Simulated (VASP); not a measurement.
A convergence study with VASP on HfO2 (fluorite): one setting is varied, all else stays as given below, so the limit is that of these other settings.

```xyz
3
Lattice="0.0000 2.5400 2.5400 2.5400 0.0000 2.5400 2.5400 2.5400 0.0000" Properties=species:S:1:pos:R:3 pbc="T T T"
Hf     0.0000     0.0000     0.0000
O      1.2700     1.2700     1.2700
O      3.8100     3.8100     3.8100
```

Calculation: LDA (Ceperley-Alder, Perdew-Zunger), VASP's LDA PAW potentials (set 64) (plane waves; VASP). The tightest run used: 700 eV cut-off, 12×12×12 Monkhorst-Pack mesh, Gaussian smearing of 0.050 eV, potentials Hf_pv O.

```
setting     E (eV/atom)  pressure (GPa)  irreducible k-points
----------  -----------  --------------  --------------------
1×1×1 mesh     -11.0987          -43.08                     1
2×2×2 mesh     -11.0255          -15.82                     2
3×3×3 mesh     -10.9956          -15.24                     4
```

### Question
These are the cheaper rows. Estimate the results at 12×12×12 mesh, and how far the last row shown lies from them.

### Answer

```csv
quantity,tightest run,last row shown is off by
E (eV/atom),-10.9990,0.0033
pressure (GPa),-15.21,-0.03
```

Left out are rungs that failed or repeat a setting and relaxations that didn't move; long series are thinned to 24 rows.

The compound is HfO2 in the fluorite structure, the high-temperature cubic form, which is unstable at 0 K; the monoclinic form is the stable one. The cell was not relaxed at this level.
